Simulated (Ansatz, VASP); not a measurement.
## Ca4Mg4Si37B6O91 (glassy 77SiO2-6B2O3-8CaO-8MgO (mol %)) in two plane-wave programs

Wanted: the spread between two codes on one cell, functional and k mesh. Of the first pair: The structure shown is the start of the Ansatz relaxation below; VASP solves that cell, so the two are compared at the walk's first step.

Method: plane waves, with VASP 6.6.1 beside it; single point at PBE, in Ansatz 0.2.0.

### Step 1. Set-up

The cell holds 142 atoms: 37 Si, 6 B, 4 Ca, 4 Mg and 91 O. Cell: a = 12.310 Å, b = 12.417 Å, c = 12.530 Å, α = 90.1°, β = 87.3°, γ = 91.9°. As first built, before any earlier steps moved the atoms (in the runner's words): 142 atoms (37 Si, 6 B, 4 Ca, 4 Mg, 91 O) placed at random at 2.31 g/cm^3, melted at 3000 K for 20 ps at fixed volume with the Buckingham and Coulomb pair potential of Guillot and Sator (Geochim. Cosmochim. Acta 71, 1249 (2007)) with the boron terms of Wang et al. (J. Non-Cryst. Solids 498, 294 (2018)). Quenched from 3000 K to 300 K at 300 K/ps and fixed volume, held 10 ps at zero pressure.

### Step 2. Ansatz: relaxation, PBE

Ansatz runs on its default PAW (the set named soft_2) files.

The two programs are compared at the cell with which this relaxation starts, whose forces are those of its first step.

input.yaml reads:

```yaml
crystal:
  lattice:
    - [12.30447, -0.20404, 0.28867]
    - [-0.20404, 12.41541, -0.01225]
    - [0.28867, -0.01225, 12.52687]
  atoms:
    - { symbol: Si, position: [0.28546, 0.2243, 0.42784] }
    - { symbol: Si, position: [0.13755, 0.33406, 0.57094] }
    - { symbol: Si, position: [0.9176, 0.52829, 0.36878] }
    - { symbol: Si, position: [0.021, 0.30068, 0.10078] }
    - { symbol: Si, position: [0.59058, 0.26859, 0.27579] }
    - { symbol: Si, position: [0.79606, 0.58503, 0.01295] }
    - { symbol: Si, position: [0.06647, 0.06374, 0.8412] }
    - { symbol: Si, position: [0.34277, 0.26177, 0.92531] }
    - { symbol: Si, position: [0.37464, 0.03629, 0.56766] }
    - { symbol: Si, position: [0.18652, 0.04303, 0.30645] }
    - { symbol: Si, position: [0.68474, 0.73745, 0.16026] }
    - { symbol: Si, position: [0.75157, 0.8167, 0.63233] }
    - { symbol: Si, position: [0.10911, 0.31069, 0.87045] }
    - { symbol: Si, position: [0.52746, 0.42744, 0.97478] }
    - { symbol: Si, position: [0.55585, 0.04832, 0.39123] }
    - { symbol: Si, position: [0.348, 0.63376, 0.68127] }
    - { symbol: Si, position: [0.95157, 0.77294, 0.99555] }
    - { symbol: Si, position: [0.13411, 0.63938, 0.33314] }
    - { symbol: Si, position: [0.76123, 0.41084, 0.64587] }
    - { symbol: Si, position: [0.48045, 0.37474, 0.4498] }
    - { symbol: Si, position: [0.64641, 0.19479, 0.70065] }
    - { symbol: Si, position: [0.48105, 0.64691, 0.88243] }
    - { symbol: Si, position: [0.97389, 0.9984, 0.443] }
    - { symbol: Si, position: [0.75973, 0.93271, 0.03943] }
    - { symbol: Si, position: [0.72029, 0.6065, 0.51334] }
    - { symbol: Si, position: [0.21022, 0.44854, 0.18016] }
    - { symbol: Si, position: [0.29725, 0.6369, 0.06852] }
    - { symbol: Si, position: [0.01628, 0.70163, 0.77497] }
    - { symbol: Si, position: [0.39117, 0.9491, 0.25815] }
    - { symbol: Si, position: [0.4777, 0.61342, 0.45184] }
[... 106 atom lines left out ...]
    - { symbol: O, position: [0.85735, 0.86919, 0.68879] }
    - { symbol: O, position: [0.1007, 0.60978, 0.75695] }
    - { symbol: O, position: [0.17494, 0.00706, 0.87537] }
    - { symbol: O, position: [0.38423, 0.04276, 0.69884] }
    - { symbol: O, position: [0.70164, 0.25566, 0.20892] }
    - { symbol: O, position: [0.25847, 0.16164, 0.31523] }
kpoints:
  mp_grid: { grid: [1, 1, 1] }
hamiltonian:
  xc: pbe
scf:
  occupations: { method: fixed }
output:
  forces: true
  eigenvalues: true
  stress: true
relax:
  f_tol: 0.05
  max_steps: 70
```

On the command line:

```sh
> ansatz run input.yaml --threads 4 --pin off --max-ram 8192MiB --backend cpu --events-out ev --progress --plain --runs-dir out
```

Numbers of over 12 decimals in the logs are rounded to 6 here.

The program printed:

```text
Warning: output.stress: scf.convergence.dr2_threshold = 1e-7 eV (the SCF's general default) is looser than the 1.08e-8 eV advised for a printed stress (1e-10 eV for each atom of the cell: 142, of which 108 are counted). What an SCF threshold leaves in a stress goes as its square root, and in the free energy as the threshold itself, and one threshold admits the most on a small cell: [figures from the program's tests c [...]
Engine: ansatz 0.2.0, x86_64-unknown-linux-gnu
Pseudopotentials: kind: paw
Pseudopotential: Si, paw, valence charge 4, recommended cutoff 420 eV (normal), Si.paw.azcp
Pseudopotential: B, paw, valence charge 3, recommended cutoff 420 eV (normal), B.paw.azcp
Pseudopotential: Ca, paw, valence charge 10, recommended cutoff 420 eV (normal), Ca.paw.azcp
Pseudopotential: Mg, paw, valence charge 10, recommended cutoff 420 eV (normal), Mg.paw.azcp
Pseudopotential: O, paw, valence charge 6, recommended cutoff 420 eV (normal), O.paw.azcp
Functional definition: PBE
  parameter kappa = 0.804
  parameter beta = 0.066725
  exchange = pbe_x(kappa = kappa, mu = beta*pi^2/3)
  correlation = pbe_c(beta = beta)
Crystal: 142 atoms, lattice volume = 1912.111 Å³
Basis set: ecut = 420 eV, 37359 PW (Γ), exchange–correlation on 180×180×180 points (8 copies of the dense FFT grid, shifted against one another)
Bands: 538, of which v1, the nominal top of the filled ones, is band 396 counted from 1 (395 counted from 0)
Symmetry: 1 space group operations
Space group: P1 (ITA 1), of the structure as read, at distance tolerance 1.2e-4 Å
k-points: 1
Non-local potential: Si, projectors of the file, l = 0: 2, l = 1: 2, l = 2: 2
Non-local potential: B, projectors of the file, l = 0: 2, l = 1: 2, l = 2: 1
Non-local potential: Ca, projectors of the file, l = 0: 3, l = 1: 2, l = 2: 2
Non-local potential: Mg, projectors of the file, l = 0: 3, l = 1: 2, l = 2: 1
Non-local potential: O, projectors of the file, l = 0: 2, l = 1: 2, l = 2: 1
PAW form: soft (Blöchl's): semilocal exchange-correlation on the pseudo side does not see the compensation charge
PAW one-centre angular grid: Si, 110 points (default); XC on 64 Gauss nodes
PAW one-centre angular grid: B, 110 points (default); XC on 64 Gauss nodes
PAW one-centre angular grid: Ca, 110 points (default); XC on 64 Gauss nodes
PAW one-centre angular grid: Mg, 110 points (default); XC on 64 Gauss nodes
PAW one-centre angular grid: O, 110 points (default); XC on 64 Gauss nodes
Initial density: superposition of atomic densities (neutral atoms: chi_scale 0, normalization atom), corrected by the library's trained network
Initial wavefunctions: pseudopotential atomic-orbital guess
Functional: x = pbe(κ = 0.804, μ = 0.219515), c = pbe(β = 0.066725)
SCF iter   1: F=—  HF=-91213.281543 eV  |F-HF|=—  |Δ(HF+E_count)|=         —  Δρ=2.00e-3  dr2=9.15e-2  ethr=1.77e-3  ⟨swp⟩=5.0  Hψ=2087  notcnv=0  defer=140
preconditioner: auto → Resta (q_TF=auto, 2.356 Å⁻¹)  ε∞=3.0  [insulator: Δε(μ)=4.212 eV  Ē_g=16.433 eV  n_scr=434 (ndim 8)  ℏωp=23.3 eV  f_vac=0.188  ε∞_Penn≈3.0]
SCF iter   2: F=—  HF=-91213.288280 eV  |F-HF|=—  |Δ(HF+E_count)|=   6.74e-3  Δρ=1.05e-3  dr2=2.27e-2  ethr=1.16e-5  ⟨swp⟩=3.0  Hψ=1015  notcnv=0  defer=140
SCF iter   3: F=—  HF=-91213.298307 eV  |F-HF|=—  |Δ(HF+E_count)|=   1.00e-2  Δρ=4.93e-4  dr2=5.75e-3  ethr=2.86e-6  ⟨swp⟩=3.0  Hψ=686  notcnv=0  defer=140
SCF iter   4: F=—  HF=-91213.298019 eV  |F-HF|=—  |Δ(HF+E_count)|=   2.88e-4  Δρ=1.40e-4  dr2=4.88e-4  ethr=7.26e-7  ⟨swp⟩=2.0  Hψ=690  notcnv=0  defer=140
SCF iter   5: F=—  HF=-91213.298052 eV  |F-HF|=—  |Δ(HF+E_count)|=   3.33e-5  Δρ=8.14e-5  dr2=1.17e-4  ethr=6.16e-8  ⟨swp⟩=2.0  Hψ=802  notcnv=0  defer=140
SCF iter   6: F=-91213.298047 eV  HF=-91213.298051 eV  |F-HF|=3.70e-6  |Δ(HF+E_count)|=   1.35e-6  Δρ=2.92e-5  dr2=1.46e-5  ethr=7.89e-9  ⟨swp⟩=19.0  Hψ=4333  notcnv=0
SCF 1 converged in 6 iterations: F = -91213.298047 eV  dr2 = 1.46e-5
[...]
- { symbol: Si, position: [0.612001, 0.028965, 0.861777] }
    - { symbol: Si, position: [0.906139, 0.112066, 0.024097] }
    - { symbol: B, position: [0.844304, 0.553067, 0.792730] }
    - { symbol: B, position: [0.435317, 0.118149, 0.775761] }
    - { symbol: B, position: [0.876064, 0.449551, 0.164646] }
    - { symbol: B, position: [0.612699, 0.811890, 0.800030] }
    - { symbol: B, position: [0.430543, 0.393936, 0.165615] }
    - { symbol: B, position: [0.117073, 0.755157, 0.130104] }
    - { symbol: Ca, position: [0.831798, 0.121750, 0.270967] }
    - { symbol: Ca, position: [0.262592, 0.023568, 0.036756] }
    - { symbol: Ca, position: [0.242186, 0.903936, 0.733371] }
    - { symbol: Ca, position: [0.928970, 0.790546, 0.288074] }
    - { symbol: Mg, position: [0.371015, 0.190295, 0.186104] }
    - { symbol: Mg, position: [0.376206, 0.297514, 0.677584] }
    - { symbol: Mg, position: [0.293442, 0.771163, 0.514632] }
    - { symbol: Mg, position: [0.743946, 0.304012, 0.058161] }
    - { symbol: O, position: [0.468126, 0.463357, 0.089846] }
    - { symbol: O, position: [0.848249, 0.468978, 0.722653] }
    - { symbol: O, position: [0.282300, 0.739563, 0.679457] }
    - { symbol: O, position: [0.204706, 0.691697, 0.421255] }
    - { symbol: O, position: [0.829881, 0.201062, 0.985492] }
    - { symbol: O, position: [0.026759, 0.333563, 0.980019] }
    - { symbol: O, position: [0.027709, 0.771515, 0.887307] }
    - { symbol: O, position: [0.093711, 0.055386, 0.399832] }
    - { symbol: O, position: [0.799661, 0.558632, 0.419677] }
    - { symbol: O, position: [0.787240, 0.541802, 0.888749] }
    - { symbol: O, position: [0.00220525, 0.631332, 0.379486] }
    - { symbol: O, position: [0.164685, 0.523571, 0.279339] }
    - { symbol: O, position: [0.220689, 0.303331, 0.656899] }
    - { symbol: O, position: [0.913246, 0.958900, 0.339190] }
    - { symbol: O, position: [0.035203, 0.00399349, 0.725197] }
    - { symbol: O, position: [0.393983, 0.830883, 0.199593] }
    - { symbol: O, position: [0.281960, 0.518816, 0.714244] }
    - { symbol: O, position: [0.483930, 0.062159, 0.865086] }
    - { symbol: O, position: [0.494874, 0.049228, 0.508444] }
    - { symbol: O, position: [0.562067, 0.694228, 0.207345] }
    - { symbol: O, position: [0.492337, 0.306764, 0.197256] }
    - { symbol: O, position: [0.549978, 0.544104, 0.912935] }
    - { symbol: O, position: [0.675213, 0.858812, 0.122546] }
    - { symbol: O, position: [0.673030, 0.996201, 0.969363] }
[...]
- { symbol: O, position: [0.784031, 0.719242, 0.551171] }
    - { symbol: O, position: [0.816799, 0.347016, 0.546933] }
    - { symbol: O, position: [0.859750, 0.870781, 0.690201] }
    - { symbol: O, position: [0.104568, 0.611125, 0.760614] }
    - { symbol: O, position: [0.178133, 0.00611475, 0.875693] }
    - { symbol: O, position: [0.381929, 0.041944, 0.699670] }
    - { symbol: O, position: [0.703891, 0.253258, 0.207876] }
    - { symbol: O, position: [0.259444, 0.162984, 0.312501] }
```

In the SCF lines HF is the Harris–Foulkes energy and dr2 the Hartree energy of the density residual, in eV; the loop may stop once dr2 is under the threshold and the program's other checks hold. Hψ counts applications of the Hamiltonian.

### Step 3. VASP: single point, PBE, start cell, pair 1

The same cell, functional and mesh now go to VASP, with its own data sets.

Lines of VASP's logs that name or quote its potential files are left out, and so is its time.

INCAR reads:

```
SYSTEM = Ca4Mg4Si37B6O91
PREC = Accurate
ENCUT = 520
EDIFF = 1E-06
NELM = 120
ISMEAR = 0
SIGMA = 0.01
LREAL = Auto
ALGO = Normal
GGA = PE
NBANDS = 479
LORBIT = 11
LWAVE = .FALSE.
LCHARG = .FALSE.
ISIF = 2
LASPH = .TRUE.
GGA_COMPAT = .FALSE.
EFERMI = MIDGAP
```

POSCAR reads:

```
Ca4Mg4Si37B6O91
1.0
   12.3044700000     -0.2040400000      0.2886700000
   -0.2040400000     12.4154100000     -0.0122500000
    0.2886700000     -0.0122500000     12.5268700000
Si B Ca Mg O
37 6 4 4 91
Direct
    0.2854621678      0.2243008315      0.4278437727
    0.1375474056      0.3340573677      0.5709396196
    0.9175962877      0.5282905624      0.3687823885
    0.0209971372      0.3006762383      0.1007771327
    0.5905813682      0.2685920699      0.2757917284
    0.7960627500      0.5850300010      0.0129535298
    0.0664698833      0.0637407226      0.8411991952
    0.3427698789      0.2617693523      0.9253116935
    0.3746393779      0.0362932234      0.5676595544
    0.1865188785      0.0430280876      0.3064520259
    0.6847436187      0.7374527531      0.1602610114
    0.7515727651      0.8167025480      0.6323325856
    0.1091083311      0.3106885292      0.8704496520
    0.5274607305      0.4274417175      0.9747825332
    0.5558485389      0.0483196246      0.3912338132
    0.3479994625      0.6337568709      0.6812720589
    0.9515668765      0.7729388839      0.9955463489
    0.1341131209      0.6393784355      0.3331413155
    0.7612262195      0.4108388258      0.6458668129
    0.4804528562      0.3747392686      0.4498009662
    0.6464063151      0.1947882303      0.7006529201
    0.4810499936      0.6469108296      0.8824279294
    0.9738926412      0.9983995533      0.4429994728
    0.7597262347      0.9327116495      0.0394284882
    0.7202882751      0.6065007918      0.5133368526
    0.2102174140      0.4485393307      0.1801576248
    0.2972476430      0.6369012167      0.0685163623
    0.0162826024      0.7016293244      0.7749736894
    0.3911695891      0.9491008816      0.2581496863
    0.4776988228      0.6134235345      0.4518380984
[... 106 atom lines left out ...]
    0.8573483830      0.8691916752      0.6887879287
    0.1006959436      0.6097759660      0.7569490110
    0.1749401613      0.0070572065      0.8753732157
    0.3842334983      0.0427581386      0.6988423368
    0.7016439146      0.2556599153      0.2089179727
    0.2584737628      0.1616378819      0.3152316934
```

KPOINTS reads:

```
Automatic mesh
0
Gamma
1 1 1
0 0 0
```

PAW data sets: Si, B, Ca_sv, Mg and O (PBE family, release 64).

On the command line:

```sh
> export OMP_NUM_THREADS=3
> mpirun -np 1 vasp_gam
```

The program printed:

```text
[banner, memory and clock lines left out]
running    1 mpi-ranks, on    1 nodes
[...]
Offloading initialized ...    1 GPUs detected
[...]
LDA part: xc-table for (Slater+PW92), standard interpolation
 POSCAR, INCAR and KPOINTS ok, starting setup
[...]
entering main loop
       N       E                     dE             d eps       ncg     rms          rms(c)
DAV:   1     0.758025941835E+04    0.75803E+04   -0.44894E+05   974   0.156E+03
DAV:   2    -0.514142675344E+03   -0.80944E+04   -0.78214E+04  1189   0.396E+02
DAV:   3    -0.121731714359E+04   -0.70317E+03   -0.69859E+03  1140   0.127E+02
DAV:   4    -0.123512309526E+04   -0.17806E+02   -0.17728E+02  1188   0.208E+01
[...]
DAV:  18    -0.108585069930E+04    0.19423E-05   -0.18174E-05  1108   0.837E-03    0.114E-02
DAV:  19    -0.108585069819E+04    0.11093E-05   -0.23041E-06   796   0.548E-03    0.640E-03
DAV:  20    -0.108585069818E+04    0.13009E-07   -0.49737E-06   996   0.441E-03
   1 F= -.10858507E+04 E0= -.10858507E+04  d E =0.000000E+00
```

From OUTCAR (step 3):

```text
  Total       61.2846318     62.8577158     62.0349558     -0.7986241      0.1950072     -0.7093934
  in kB       51.3510110     52.6691139     51.9797150     -0.6691752      0.1633985     -0.5944078
  external PRESSURE =      51.9999466 kB  Pullay stress =       0.0000000 kB

 POSITION                                       TOTAL-FORCE (eV/Angst)
 -----------------------------------------------------------------------------------
      3.59020      2.72130      5.43920        -0.080397     -0.155856     -0.023124
      1.78910      4.11240      7.18770        -0.164613      0.075945     -0.101360
[...]
6.84920      6.61440     11.59510         0.329908     -0.079211     -0.072213
      8.22970     10.57120      1.67090        -0.372385      0.086431      0.232938
      8.44610     12.22740     12.26770        -0.064868      0.132765      0.086534
      8.56850      0.40050      5.30530         0.272526     -0.013822     -0.314920
     12.20380      0.39330     11.98750        -0.094454     -0.304064     -0.018278
      8.65760      1.39320     10.21160         0.448239      0.119576      0.145490
      4.90530      3.53650      5.05770         0.179212      0.016208     -0.276041
      5.56780      7.81030      9.66020         0.251291     -0.027096     -0.161636
      2.40370      9.03940      0.84800         0.166540      0.178439     -0.354911
      0.67300      9.87410      8.64910         0.358804     -0.049337     -0.213638
      7.67490     11.25660     10.06000         0.033657      0.177435     -0.311946
[...]
-----------------------------------------------------------------------------------
    total drift:                                0.007175      0.018476      0.015851

  FREE ENERGIE OF THE ION-ELECTRON SYSTEM (eV)
  ---------------------------------------------------
  free  energy   TOTEN  =     -1085.8506981771 eV

  energy  without entropy=    -1085.8506981771  energy(sigma->0) =    -1085.85069818

[... 3 further parts left out ...]
[key lines of the parts left out:]
E-fermi :   3.5429
```

The run ends at a pressure of 5.20 GPa, with forces up to 0.72 eV/Å.

### Step 4. Comparison

Known differences besides the potentials themselves: fixed occupations in Ansatz, narrow Gaussian smearing in VASP; the data sets hold 792 valence electrons in Ansatz (on its default PAW (the set named soft_2) files) and 760 in VASP; the cutoff is 420 eV in Ansatz and 520 eV in VASP (PREC = Accurate, projectors in real space). Total energies have different zeros and are not compared.

Forces on 7 of the 142 atoms, those with the largest forces and the largest differences (eV/Å; atoms numbered as in POSCAR):

| atom | Ansatz x, y, z | VASP x, y, z |
| --- | --- | --- |
| O55 | 0.320, 0.203, 0.405 | 0.401, 0.254, 0.483 |
| O56 | -0.341, 0.374, -0.348 | -0.417, 0.468, -0.362 |
| O65 | -0.293, -0.112, -0.468 | -0.335, -0.103, -0.517 |
| O90 | -0.291, -0.122, -0.515 | -0.336, -0.145, -0.571 |
| O125 | 0.077, 0.047, 0.579 | 0.052, 0.025, 0.688 |
| O129 | 0.447, -0.309, -0.038 | 0.532, -0.361, -0.001 |
| O130 | -0.202, 0.302, -0.447 | -0.220, 0.308, -0.492 |

The forces differ by 27 meV/Å r.m.s., which is 13.1 % of the r.m.s. force of 0.204 eV/Å (both taken over all components).

### Step 5. Ansatz: relaxation, PBE

This run makes the geometry at which the two programs are then compared.

The structure compared here is the end of the Ansatz relaxation.

input.yaml is that of step 2.

On the command line:

```sh
> ansatz run input.yaml --threads 4 --pin off --max-ram 8192MiB --backend cpu --events-out ev --progress --plain --runs-dir out
```

The program printed:

```text
[...]
Crystal: 142 atoms, lattice volume = 1912.111 Å³
Basis set: ecut = 420 eV, 37359 PW (Γ), exchange–correlation on 180×180×180 points (8 copies of the dense FFT grid, shifted against one another)
Bands: 538, of which v1, the nominal top of the filled ones, is band 396 counted from 1 (395 counted from 0)
Symmetry: 1 space group operations
[...]
k-points: 1
[...]
- { symbol: O, position: [0.848249, 0.468978, 0.722653] }
    - { symbol: O, position: [0.282300, 0.739563, 0.679457] }
    - { symbol: O, position: [0.204706, 0.691697, 0.421255] }
    - { symbol: O, position: [0.829881, 0.201062, 0.985492] }
    - { symbol: O, position: [0.026759, 0.333563, 0.980019] }
    - { symbol: O, position: [0.027709, 0.771515, 0.887307] }
    - { symbol: O, position: [0.093711, 0.055386, 0.399832] }
[...]
- { symbol: O, position: [0.178133, 0.00611475, 0.875693] }
    - { symbol: O, position: [0.381929, 0.041944, 0.699670] }
    - { symbol: O, position: [0.703891, 0.253258, 0.207876] }
    - { symbol: O, position: [0.259444, 0.162984, 0.312501] }
```

(Part 1 of 2 ends here.)

[Lines on the potential files, build, host, timing and source positions are cut from VASP's logs without a mark.]

[Logs are printed without paths, hosts, clocks, repeated set-up lines and the standing remarks that a program may print on its own settings, such as how far it seeks lower states.]

[Hosts, paths, dates, database ids (printed as entryN), source tags and the programs' standing remarks are cut or masked in the printed files.]
